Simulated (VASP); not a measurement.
Here is the system:

```yaml
crystal:
  lattice:
    - [0.00000, 2.97898, 2.97898]
    - [3.02367, 0.00000, 2.97898]
    - [3.02367, 2.97898, 0.00000]
  atoms:
    - { symbol: Li, position: [0.25000, 0.25000, 0.25000] }
    - { symbol: Li, position: [0.75000, 0.75000, 0.75000] }
    - { symbol: Se, position: [0.00000, 0.00000, 0.00000] }
```

Method: PBEsol GGA, VASP's PBE PAW potentials (set 64) (plane waves; VASP 6.6.1). Run with 600 eV cut-off, 6×6×6 Γ-centred mesh, Gaussian smearing of 0.050 eV, potentials Li_sv Se.

Question: Give the stress tensor in GPa (positive for a compressed cell).

Answer: 
```
-1.22   0.00   0.00
 0.00  -0.48   0.00
 0.00   0.00  -0.48
```
The pressure is its mean diagonal, -0.73 GPa.

The compound is Li2Se in the antifluorite structure. This cell was strained or had an atom moved on purpose.
